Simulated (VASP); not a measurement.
Data:

```xyz
1
Lattice="0.0000 1.1275 1.1275 1.1275 0.0000 1.1275 1.1275 1.1275 0.0000" Properties=species:S:1:pos:R:3 pbc="T T T"
H      0.0000     0.0000     0.0000
```

Calculation: PBEsol GGA, VASP's PBE PAW potentials (set 64) (plane waves; VASP 6.6.1). Settings: 400 eV cut-off, Gaussian smearing of 0.050 eV, potentials H.

Task: Give the energies of bands 1 to 1 at the high-symmetry points, in eV from the Fermi level.

Result: 
| band | Γ | X | U | L | W |
|---|---|---|---|---|---|
| 1 | -16.97 | 7.79 | 8.80 | 1.15 | 10.32 |

It has no gap at this level: it comes out as a metal or semimetal.

The structure was generated: H was put into the fcc type (Fm-3m), which need not be its known phase. It was relaxed first.
